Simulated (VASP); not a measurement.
# SiB (P6_3mc) in VASP: density of states with PBE

Aim: the density of states of SiB with PBE.

Program: VASP 6.6.1. These are calculated values, not measurements. Logs are shortened: lines on timing, memory, paths and dates and some standing lists are left out, and cuts for length are marked.

**1. The crystal as given**

It takes space group P6_3mc (No. 186, hexagonal). The conventional cell has a = 3.181 Å, b = 3.181 Å, c = 5.842 Å, α = 90.00°, β = 90.00°, γ = 120.00°. Si (site symmetry 3m) has 4 B at 1.99 to 2.06 Å as nearest neighbours. B (site symmetry 3m) is surrounded by 4 Si at 1.99 to 2.06 Å.

The cell was built by a generator and needn't be a form met in nature.

**2. Density of states, PBE**

File POSCAR:

```
SiB                                     
1.0
    3.1807540148     -0.0000000000      0.0000000000
   -1.5903770073      2.7546137759      0.0000000000
    0.0000000000      0.0000000000      5.8424945151
  Si              B             
     2     2
Direct
     0.6666666699999979    0.3333333300000021    0.5175049733475237
     0.3333333300000021    0.6666666699999979    0.0175049733475237
     0.6666666699999979    0.3333333300000021    0.8574721866524766
     0.3333333300000021    0.6666666699999979    0.3574721866524765
```

File INCAR.step1:

```
PREC = Accurate
ENCUT = 520
EDIFF = 1E-6
ISMEAR = 0
SIGMA = 0.1
LREAL = False
LASPH = True
NELM = 60
ALGO = Fast
ISIF = 2
LWAVE = False
LCHARG = True
GGA = PE
NBANDS = 15
KPAR = 2
```

File KPOINTS.step1:

```
Automatic mesh
0
Gamma
  12 12 6
```

File INCAR.step2:

```
PREC = Accurate
ENCUT = 520
EDIFF = 1E-6
ISMEAR = -5
SIGMA = 0.1
LREAL = False
LASPH = True
NELM = 60
ALGO = Fast
ISIF = 2
LWAVE = False
LCHARG = False
GGA = PE
LORBIT = 11
NBANDS = 15
KPAR = 2
NEDOS = 1001
ICHARG = 11
```

File KPOINTS.step2:

```
Automatic mesh
0
Gamma
  18 18 9
```

Potentials or basis: VASP PAW PBE potentials, release 64 (Si, B).

The run is started by

```bash
$ cat potpaw_PBE.64/Si/POTCAR potpaw_PBE.64/B/POTCAR > POTCAR
$ cp INCAR.step1 INCAR
$ cp KPOINTS.step1 KPOINTS
$ mpirun -np 2 vasp_std > vasp.out
$ cp INCAR.step2 INCAR
$ cp KPOINTS.step2 KPOINTS
$ mpirun -np 2 vasp_std > vasp.out
```

OUTCAR:

```text
PREC = Accurate
   ENCUT = 520
   EDIFF = 1E-6
   ISMEAR = -5
   LREAL = False
   LASPH = True
   NELM = 60
   ISIF = 2
   GGA = PE
   LORBIT = 11
   ICHARG = 11

 ion  position               nearest neighbor table
   1  0.667  0.333  0.518-   3 1.99   4 2.06   4 2.06   4 2.06
   2  0.333  0.667  0.018-   4 1.99   3 2.06   3 2.06   3 2.06
   3  0.667  0.333  0.857-   1 1.99   2 2.06   2 2.06   2 2.06
   4  0.333  0.667  0.357-   2 1.99   1 2.06   1 2.06   1 2.06

  LATTYP: Found a hexagonal cell.
 ALAT       =     3.1807540148
 C/A-ratio  =     1.8368268932

  Lattice vectors:

 A1 = (   3.1807540148,   0.0000000000,   0.0000000000)
 A2 = (  -1.5903770073,   2.7546137759,   0.0000000000)
 A3 = (   0.0000000000,   0.0000000000,   5.8424945151)

Analysis of symmetry for initial positions (statically):
=====================================================================
 Subroutine PRICEL returns:
 Original cell was already a primitive cell.

 Routine SETGRP: Setting up the symmetry group for a
 hexagonal supercell.

 Subroutine GETGRP returns: Found 12 space group operations
 (whereof  6 operations were pure point group operations)
 out of a pool of 24 trial point group operations.

The static configuration has the point symmetry C_3v.
 The point group associated with its full space group is C_6v.

Analysis of symmetry for dynamics (positions and initial velocities):
=====================================================================
 Subroutine PRICEL returns:
 Original cell was already a primitive cell.

 Routine SETGRP: Setting up the symmetry group for a
 hexagonal supercell.

 Subroutine GETGRP returns: Found 12 space group operations
 (whereof  6 operations were pure point group operations)
 out of a pool of 24 trial point group operations.

The dynamic configuration has the point symmetry C_3v.
 The point group associated with its full space group is C_6v.

 Subroutine INISYM returns: Found 12 space group operations
 (whereof  6 operations are pure point group operations),
 and found     1 'primitive' translations

----------------------------------------------------------------------------------------

                                     Primitive cell

  volume of cell :      51.1905

  direct lattice vectors                    reciprocal lattice vectors
     3.180754015  0.000000000  0.000000000     0.314390863  0.181513650  0.000000000
    -1.590377007  2.754613776  0.000000000     0.000000000  0.363027299  0.000000000
     0.000000000  0.000000000  5.842494515     0.000000000  0.000000000  0.171159767

  length of vectors
     3.180754015  3.180754011  5.842494515     0.363027299  0.363027299  0.171159767

  position of ions in fractional coordinates (direct lattice)
     0.666666670  0.333333330  0.517504973
     0.333333330  0.666666670  0.017504973
     0.666666670  0.333333330  0.857472187
     0.333333330  0.666666670  0.357472187

  ion indices of the primitive-cell ions
   primitive index   ion index
                 1           1
                 2           2
                 3           3
                 4           4

----------------------------------------------------------------------------------------

 KPOINTS: Automatic mesh

Automatic generation of k-mesh.
 Grid dimensions read from file:
 generate k-points for:   18   18    9

 Generating k-lattice:

  Cartesian coordinates                     Fractional coordinates (reciprocal lattice)
     0.017466159  0.010084092  0.000000000     0.055555556  0.000000000  0.000000000
     0.000000000  0.020168183  0.000000000     0.000000000  0.055555556  0.000000000
     0.000000000  0.000000000  0.019017752     0.000000000  0.000000000  0.111111111

  Length of vectors
     0.020168183  0.020168183  0.019017752

  Shift w.r.t. Gamma in fractional coordinates (k-lattice)
     0.000000000  0.000000000  0.000000000

 TETIRR: Found   2805 inequivalent tetrahedra from    17496

 Subroutine IBZKPT returns following result:
 ===========================================

 Found    185 irreducible k-points:

 Following reciprocal coordinates:
            Coordinates               Weight
  0.000000  0.000000  0.000000      1.000000
  0.055556 -0.000000  0.000000      6.000000
  0.111111 -0.000000  0.000000      6.000000
  0.166667  0.000000  0.000000      6.000000
  0.222222 -0.000000  0.000000      6.000000
  0.277778  0.000000  0.000000      6.000000
[... 16 lines left out ...]
  0.333333  0.111111  0.000000     12.000000
  0.388889  0.111111  0.000000     12.000000
 [... further k-points ...]
   k-points           NKPTS =    185   k-points in BZ     NKDIM =    185   number of bands    NBANDS=     15
   number of dos      NEDOS =   1001   number of ions     NIONS =      4
   total plane-waves  NPLWV =  27648
   dimension x,y,z NGX =    24 NGY =   24 NGZ =   48
   dimension x,y,z NGXF=    48 NGYF=   48 NGZF=   96
   ions per type =               2   2
   NGX,Y,Z   is equivalent  to a cutoff of  12.54, 12.54, 13.66 a.u.
   NGXF,Y,Z  is equivalent  to a cutoff of  25.09, 25.09, 27.32 a.u.
 SYSTEM =  unknown system
   PREC   = accura    normal or accurate (medium, high low for compatibility)
   ISTART =      0    job   : 0-new  1-cont  2-samecut
   ICHARG =     11    charge: 1-file 2-atom 10-const
   ISPIN  =      1    spin polarized calculation?
   LNONCOLLINEAR =      F non collinear calculations
   LSORBIT =      F    spin-orbit coupling
   LASPH  =      T    aspherical Exc in radial PAW
   ENCUT  =  520.0 eV  38.22 Ry    6.18 a.u.   5.91  5.91 10.86*2*pi/ulx,y,z
   NELM   =     60;   NELMIN=  2; NELMDL=  0     # of ELM steps
   EDIFF  = 0.1E-05   stopping-criterion for ELM
   LREAL  =      F    real-space projection
   EDIFFG = 0.1E-04   stopping-criterion for IOM
   NSW    =      0    number of steps for IOM
   IBRION =     -1    ionic relax: 0-MD 1-quasi-New 2-CG
   NFREE  =      0    steps in history (QN), initial steepest desc. (CG)
   ISIF   =      2    stress and relaxation
   ISYM   =      2    0-nonsym 1-usesym 2-fastsym
   POTIM  = 0.5000    time-step for ionic-motion
   TEBEG  =    0.0;   TEEND  =   0.0 temperature during run
   PSTRESS=    0.0 pullay stress
   NELECT =      14.0000    total number of electrons
   NUPDOWN=      -1.0000    fix difference up-down
   EMIN   =  10.00;   EMAX   =-10.00  energy-range for DOS
   EFERMI =   0.00;   METHOD = LEGACY
   ISMEAR =    -5;   SIGMA  =   0.10  broadening in eV -4-tet -1-fermi 0-gaus
   EFERMI_NEDOS =   21; number of points for ismear=-14 and -15
   IALGO  =     68    algorithm
   IMIX   =      4    mixing-type and parameters
     AMIX     =   0.40;   BMIX     =  1.00
     AMIX_MAG =   1.60;   BMIX_MAG =  1.00
  volume/ion in A,a.u.               =      12.80        86.36
  Fermi-wavevector in a.u.,A,eV,Ry     =   1.062644  2.008106 15.363866  1.129212
  Thomas-Fermi vector in A             =   2.198102
   LORBIT       =     11    0 simple, 1 ext, 2 COOP (PROOUT), +10 PAW based schemes
   GGA     = PE    functional components
   LHFCALC =     F    Hartree Fock is set to
   AEXX    =    0.0000 exact exchange contribution
   IVDW    =     0    specifies the selected vdW correction
   LEPSILON=     F    determine dielectric tensor
   LRPA    =     F    only Hartree local field effects (RPA)
 non-spin polarized calculation
 RMM-DIIS sequential band-by-band and
 Fermi weights with tetrahedron method with Bloechl corrections
  energy-cutoff  :      520.00
  volume of cell :       51.19
 maximum number of plane-waves:      1396
 NGX is ok and might be reduce to    24

 number of electron      13.9999999 magnetization

 Free energy of the ion-electron system (eV)
  ---------------------------------------------------
  ext. energy  EPLUGINS =         0.00000000
  ---------------------------------------------------
  free energy    TOTEN  =       -22.71660200 eV

  energy without entropy =      -22.71660200  energy(sigma->0) =      -22.71660200

 E-fermi :   5.6634     XC(G=0): -10.4823

 val. band max:        5.7746602319   @ k =   0.1111  -0.0000   0.0000
 cond. band min:       5.6503594864   @ k =   0.1667   0.0000   0.4444
 fundamental gap:     -0.1243007455
 Fermi energy:         5.6634263898

 k-point     1 :       0.0000    0.0000    0.0000
  band No.  band energies     occupation
      1      -6.6537      2.00000
      2      -3.8492      2.00000
      3      -1.5485      2.00000
      4       5.9066     -0.12492
      5       7.0610      0.00000
      6       7.0610      0.00000
      7       8.4285      0.00000
      8       8.4285      0.00000
      9      10.3213      0.00000
     10      12.0290      0.00000
     11      12.0290      0.00000
     12      12.8303      0.00000
     13      14.3282      0.00000
     14      14.3283      0.00000
     15      15.7261      0.00000

 k-point     2 :       0.0556   -0.0000    0.0000
  band No.  band energies     occupation
      1      -6.6006      2.00000
      2      -3.7968      2.00000
      3      -1.5022      2.00000
      4       5.8967     -0.12377
      5       6.7058      0.00000
      6       6.9327      0.00000
      7       8.1892      0.00000
      8       8.3656      0.00000
      9      10.3716      0.00000
     10      11.8643      0.00000
     11      12.1124      0.00000
     12      13.0629      0.00000
     13      14.2589      0.00000
     14      14.5088      0.00000
     15      15.8370      0.00000

 k-point     3 :       0.1111   -0.0000    0.0000
  band No.  band energies     occupation
      1      -6.4415      2.00000
      2      -3.6400      2.00000
      3      -1.3646      2.00000
      4       5.7747      1.07928
      5       5.9181     -0.06830
      6       6.6124      0.00000
      7       7.5412      0.00000
      8       8.1743      0.00000
      9      10.4966      0.00000
     10      11.4189      0.00000
     11      12.3097      0.00000
     12      13.5810      0.00000
     13      13.9597      0.00000
     14      14.9884      0.00000
     15      15.3343      0.00000

 k-point     4 :       0.1667    0.0000    0.0000
  band No.  band energies     occupation
      1      -6.1775      2.00000
      2      -3.3797      2.00000
      3      -1.1404      2.00000
      4       4.7089      2.01380
      5       5.7840      0.72237
      6       6.2112      0.00000
      7       6.6356      0.00000
      8       7.8851      0.00000
      9      10.5634      0.00000
     10      11.0083      0.00000
     11      12.4756      0.00000
     12      13.2332      0.00000
     13      13.7344      0.00000
     14      15.4520      0.00000
     15      15.6452      0.00000
[... 307 lines left out ...]
 k-point    22 :       0.2778    0.1111    0.0000
  band No.  band energies     occupation
      1      -4.6306      2.00000
      2      -1.8549      2.00000
      3      -0.1609      2.00000
      4       1.5746      2.00000
      5       3.4622      2.00000
      6       4.0303      2.00000
      7       4.9317      2.00000
      8       6.1549     -0.08246
      9       9.7415      0.00000
     10      11.2878      0.00000
     11      11.9522      0.00000
     12      12.6291      0.00000
     13      14.0473      0.00000
     14      15.2295      0.00000
     15      16.4038      0.00000

 k-point    23 :       0.3333    0.1111    0.0000
  band No.  band energies     occupation
      1      -3.9950      2.00000
      2      -1.2271      2.00000
      3      -0.4419      2.00000
      4       1.3143      2.00000
      5       2.4887      2.00000
      6       3.7491      2.00000
      7       4.4097      2.00000
      8       5.9144      0.29485
      9       9.3951      0.00000
     10      11.1392      0.00000
     11      12.0763      0.00000
     12      12.9943      0.00000
     13      13.8943      0.00000
     14      14.9019      0.00000
     15      16.0061      0.00000

 k-point    24 :       0.3889    0.1111    0.0000
  band No.  band energies     occupation
      1      -3.3329      2.00000
      2      -1.1547      2.00000
      3      -0.5570      2.00000
      4       1.5647      2.00000
      5       1.6046      2.00000
      6       3.5666      2.00000
      7       3.9332      2.00000
      8       5.7696      0.64461
      9       9.1957      0.00000
     10      11.0159      0.00000
     11      12.1825      0.00000
     12      13.5069      0.00000
     13      13.8405      0.00000
     14      14.6005      0.00000
     15      15.2807      0.00000

 [... further k-points ...]
[... 5 lines left out ...]
  --------------------------------------------------------------------------------------
  -------------------------------------------------------------------------------------
  Total        0.0046785      0.0046785      0.0897978      0.0000000     -0.0000000      0.0000000
  in kB        0.1464280      0.1464280      2.8105221      0.0000000     -0.0000000      0.0000000
  external PRESSURE =       1.0344593 kB  Pullay stress =       0.0000000 kB

 VOLUME and BASIS-vectors are now :
 -----------------------------------------------------------------------------
  energy-cutoff  :      520.00
  volume of cell :       51.19
      direct lattice vectors                 reciprocal lattice vectors
     3.180754015  0.000000000  0.000000000     0.314390863  0.181513650  0.000000000
    -1.590377007  2.754613776  0.000000000     0.000000000  0.363027299  0.000000000
     0.000000000  0.000000000  5.842494515     0.000000000  0.000000000  0.171159767

 POSITION                                       TOTAL-FORCE (eV/Angst)
 -----------------------------------------------------------------------------------
      1.59038      0.91820      3.02352        -0.000000      0.000000      0.055746
     -0.00000      1.83641      0.10227        -0.000000      0.000000      0.055746
      1.59038      0.91820      5.00978        -0.000000     -0.000000     -0.055746
     -0.00000      1.83641      2.08853         0.000000      0.000000     -0.055746
 -----------------------------------------------------------------------------------
    total drift:                               -0.000002      0.000001     -0.009918

  FREE ENERGIE OF THE ION-ELECTRON SYSTEM (eV)
  ---------------------------------------------------
  free  energy   TOTEN  =       -22.7166020049 eV

  energy  without entropy=      -22.7166020049  energy(sigma->0) =      -22.71660200

 total charge

# of ion       s       p       d       tot
------------------------------------------
    1        0.762   0.914   0.000   1.676
    2        0.762   0.914   0.000   1.676
    3        0.721   1.154   0.000   1.875
    4        0.721   1.154   0.000   1.875
--------------------------------------------------
tot          2.966   4.136   0.000   7.102
```

Wall time 46 s (2 MPI ranks of AMD EPYC 7R13 (Zen 3), shared host); peak memory 0.21 GiB.

Results:

```yaml
Valence_electrons_inside_the_program's_atomic_spheres: Si 1.68; B 1.88
```

Levels at points of the mesh, in eV from the Fermi level:
```
           k point  band 5  band 6  band 7  band 8  band 9  band 10
(0.00, 0.00, 0.00)    1.40    1.40    2.77    2.77    4.66     6.37
(0.50, 0.00, 0.00)   -4.01   -2.22   -0.92    0.95    3.98     4.09
```

States per cell in windows of 1 eV (zero at the Fermi level; states under -8 eV left out):
| from (eV) | total | B3_p | B4_p | Si1_p | Si2_p | Si1_s | Si2_s |
| --- | --- | --- | --- | --- | --- | --- | --- |
| -8.0 | 0.87 | 0.03 | 0.03 | 0.02 | 0.02 | 0.10 | 0.10 |
| -7.0 | 0.78 | 0.04 | 0.04 | 0.04 | 0.04 | 0.06 | 0.06 |
| -6.0 | 1.18 | 0.06 | 0.06 | 0.07 | 0.07 | 0.08 | 0.08 |
| -5.0 | 1.13 | 0.08 | 0.08 | 0.08 | 0.08 | 0.05 | 0.05 |
| -4.0 | 1.28 | 0.12 | 0.12 | 0.10 | 0.10 | 0.04 | 0.04 |
| -3.0 | 1.58 | 0.17 | 0.17 | 0.14 | 0.14 | 0.03 | 0.03 |
| -2.0 | 2.16 | 0.29 | 0.29 | 0.21 | 0.21 | 0.02 | 0.02 |
| -1.0 | 2.11 | 0.32 | 0.32 | 0.21 | 0.21 | 0.01 | 0.01 |
| 0.0 | 1.18 | 0.19 | 0.19 | 0.11 | 0.11 | 0.01 | 0.01 |
| 1.0 | 0.63 | 0.12 | 0.12 | 0.05 | 0.05 | 0.00 | 0.00 |
| 2.0 | 0.29 | 0.05 | 0.05 | 0.02 | 0.02 | 0.00 | 0.00 |
| 3.0 | 0.90 | 0.05 | 0.05 | 0.03 | 0.03 | 0.02 | 0.02 |
| 4.0 | 1.25 | 0.06 | 0.06 | 0.06 | 0.06 | 0.04 | 0.04 |
| 5.0 | 1.77 | 0.10 | 0.10 | 0.09 | 0.09 | 0.06 | 0.06 |
| 6.0 | 2.10 | 0.13 | 0.13 | 0.14 | 0.14 | 0.07 | 0.07 |
| 7.0 | 2.04 | 0.13 | 0.13 | 0.16 | 0.16 | 0.05 | 0.05 |

Caveat: tetrahedron occupations give inexact forces and stress in metals.
